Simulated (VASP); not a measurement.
These are PBE GGA, VASP's PBE PAW potentials (set 64) (plane waves; VASP) values and carry that method's errors.

VASP input:

### KPOINTS
```
Automatic mesh
0
Gamma
5 5 5
0 0 0
```

**POSCAR**
```
Mo3Si
1
    4.9389000000     0.0000000000     0.0000000000
    0.0000000000     4.9389000000     0.0000000000
    0.0000000000     0.0000000000     4.9389000000
Si Mo
2 6
Direct
  0.5000000000   0.5000000000   0.5000000000
  0.0000000000   0.0000000000   0.0000000000
  0.2500000000   0.0000000000   0.5000000000
  0.5000000000   0.2500000000   0.0000000000
  0.5000000000   0.7500000000   0.0000000000
  0.7500000000   0.0000000000   0.5000000000
  0.0000000000   0.5000000000   0.7500000000
  0.0000000000   0.5000000000   0.2500000000
```

INCAR:
```
LREAL = .FALSE.   ! projection in real space or not
LASPH = .TRUE.   ! aspherical one-centre terms
LWAVE = .FALSE.
GGA = PE   ! PBE
LMAXMIX = 4
ISMEAR = 0   ! Gaussian
SIGMA = 0.2
ENCUT = 300
NELM = 100
ALGO = Normal   ! blocked Davidson
ISIF = 2
SYSTEM = Mo3Si
PREC = Accurate
LCHARG = .FALSE.
EDIFF = 1E-6
```

POTCAR, in this order: Si Mo_sv (PBE.64 set). Program: vasp_std.

What VASP printed:

### OUTCAR
```
 ion  position               nearest neighbor table
   1  0.500  0.500  0.500-   3 2.76   4 2.76   5 2.76   6 2.76   7 2.76   8 2.76   4 2.76   5 2.76
                             3 2.76   6 2.76   7 2.76   8 2.76
   2  0.000  0.000  0.000-   3 2.76   4 2.76   5 2.76   6 2.76   7 2.76   8 2.76   3 2.76   6 2.76
                             7 2.76   8 2.76   4 2.76   5 2.76
   3  0.250  0.000  0.500-   6 2.47   6 2.47   1 2.76   2 2.76   1 2.76   2 2.76   8 3.02   5 3.02
                             4 3.02   5 3.02   4 3.02   7 3.02   8 3.02   7 3.02
   4  0.500  0.250  0.000-   5 2.47   5 2.47   1 2.76   1 2.76   2 2.76   2 2.76   8 3.02   3 3.02
                             3 3.02   6 3.02   6 3.02   7 3.02   7 3.02   8 3.02
   5  0.500  0.750  0.000-   4 2.47   4 2.47   1 2.76   1 2.76   2 2.76   2 2.76   8 3.02   3 3.02
                             3 3.02   6 3.02   6 3.02   7 3.02   7 3.02   8 3.02
   6  0.750  0.000  0.500-   3 2.47   3 2.47   1 2.76   2 2.76   1 2.76   2 2.76   8 3.02   4 3.02
                             4 3.02   5 3.02   5 3.02   7 3.02   8 3.02   7 3.02
   7  0.000  0.500  0.750-   8 2.47   8 2.47   1 2.76   2 2.76   2 2.76   1 2.76   3 3.02   4 3.02
                             5 3.02   3 3.02   6 3.02   6 3.02   4 3.02   5 3.02
   8  0.000  0.500  0.250-   7 2.47   7 2.47   1 2.76   2 2.76   2 2.76   1 2.76   3 3.02   4 3.02
                             5 3.02   3 3.02   6 3.02   6 3.02   4 3.02   5 3.02
  LATTYP: Found a simple cubic cell.
 ALAT       =     4.9389000000
 Subroutine PRICEL returns:
 Original cell was already a primitive cell.
 Subroutine GETGRP returns: Found 48 space group operations
The static configuration has the point symmetry T_h .
 The point group associated with its full space group is O_h .
The dynamic configuration has the point symmetry T_h .
...
```

**OSZICAR**
```
       N       E                     dE             d eps       ncg     rms          rms(c)
DAV:   1     0.799679515096E+03    0.79968E+03   -0.42924E+04  1228   0.114E+03
DAV:   2    -0.473264348037E+02   -0.84701E+03   -0.82372E+03  1265   0.426E+02
DAV:   3    -0.824243760647E+02   -0.35098E+02   -0.34123E+02  1408   0.767E+01
DAV:   4    -0.832071599915E+02   -0.78278E+00   -0.77282E+00  1352   0.937E+00
DAV:   5    -0.832237469268E+02   -0.16587E-01   -0.16561E-01  1345   0.127E+00    0.388E+01
DAV:   6    -0.793911169564E+02    0.38326E+01   -0.14601E+01  1208   0.172E+01    0.104E+01
DAV:   7    -0.791117428273E+02    0.27937E+00   -0.87543E-01  1416   0.392E+00    0.317E+00
DAV:   8    -0.790584635962E+02    0.53279E-01   -0.13649E-01  1239   0.121E+00    0.617E-01
DAV:   9    -0.790574004367E+02    0.10632E-02   -0.70686E-03  1336   0.284E-01    0.324E-01
DAV:  10    -0.790573403618E+02    0.60075E-04   -0.78568E-04  1372   0.161E-01    0.125E-01
DAV:  11    -0.790573554254E+02   -0.15064E-04   -0.44798E-05  1336   0.348E-02    0.242E-02
DAV:  12    -0.790573497179E+02    0.57076E-05   -0.13792E-05  1250   0.214E-02    0.469E-03
DAV:  13    -0.790573494222E+02    0.29568E-06   -0.30826E-07   784   0.244E-03
   1 F= -.79057349E+02 E0= -.79022626E+02  d E =-.694460E-01
```

File OUTCAR:
```
------------------------ aborting loop because EDIFF is reached ----------------------------------------
  FORCE on cell =-STRESS in cart. coord.  units (eV):
  Direction    XX          YY          ZZ          XY          YZ          ZX
  --------------------------------------------------------------------------------------
  Total       -3.8671513     -3.8671513     -3.8671513      0.0000000     -0.0000000     -0.0000000
  in kB      -51.4293519    -51.4293519    -51.4293519      0.0000000     -0.0000000     -0.0000000
  external PRESSURE =     -51.4293519 kB  Pullay stress =       0.0000000 kB
  volume of cell :      120.47
      direct lattice vectors                 reciprocal lattice vectors
     4.938900000  0.000000000  0.000000000     0.202474235  0.000000000  0.000000000
     0.000000000  4.938900000  0.000000000     0.000000000  0.202474235  0.000000000
     0.000000000  0.000000000  4.938900000     0.000000000  0.000000000  0.202474235
 POSITION                                       TOTAL-FORCE (eV/Angst)
 -----------------------------------------------------------------------------------
      2.46945      2.46945      2.46945         0.000000      0.000000      0.000000
      0.00000      0.00000      0.00000         0.000000      0.000000      0.000000
      1.23473      0.00000      2.46945        -0.000000      0.000000      0.000000
      2.46945      1.23473      0.00000         0.000000     -0.000000     -0.000000
      2.46945      3.70418      0.00000        -0.000000      0.000000      0.000000
      3.70418      0.00000      2.46945         0.000000     -0.000000     -0.000000
      0.00000      2.46945      3.70418        -0.000000      0.000000      0.000000
      0.00000      2.46945      1.23473         0.000000      0.000000      0.000000
 -----------------------------------------------------------------------------------
    total drift:                                0.000000      0.000000     -0.000000
  FREE ENERGIE OF THE ION-ELECTRON SYSTEM (eV)
  ---------------------------------------------------
  free  energy   TOTEN  =       -79.0573494222 eV

  energy  without entropy=      -78.9879034599  energy(sigma->0) =      -79.02262644
```
(Selected blocks of OUTCAR.)

At this cut-off the stress carries a Pulay error, which pulls relaxed volumes low.

The structure is a typed Mo3Si crystal. The cell was not relaxed at this level.
